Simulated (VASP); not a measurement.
Here is the system:

```
Ni3Si
1.0
    3.42693     0.00000     0.00000
    0.00000     3.42693     0.00000
    0.00000     0.00000     3.42693
Si Ni
1 3
Direct
  0.00000   0.00000   0.00000
  0.00000   0.50000   0.50000
  0.50000   0.00000   0.50000
  0.50000   0.50000   0.00000
```

Calculation: LDA (Ceperley-Alder, Perdew-Zunger), VASP's LDA PAW potentials (set 64) (plane waves; VASP). Settings: 400 eV cut-off, Gaussian smearing of 0.050 eV, potentials Si Ni.

Task: Estimate the band gap (along the path) with the smallest direct gap where there is one.

Result: 
```yaml
band gap (along the path): none (metal, semimetal or under 0.01 eV)
```

Only differences to runs with the same potentials and settings are physical.

The structure comes from a computed database's SiNi3 entry (Pm-3m); how it stands against other phases isn't given here. It was relaxed first. The run is not spin-polarised, so no magnetic state was tried.
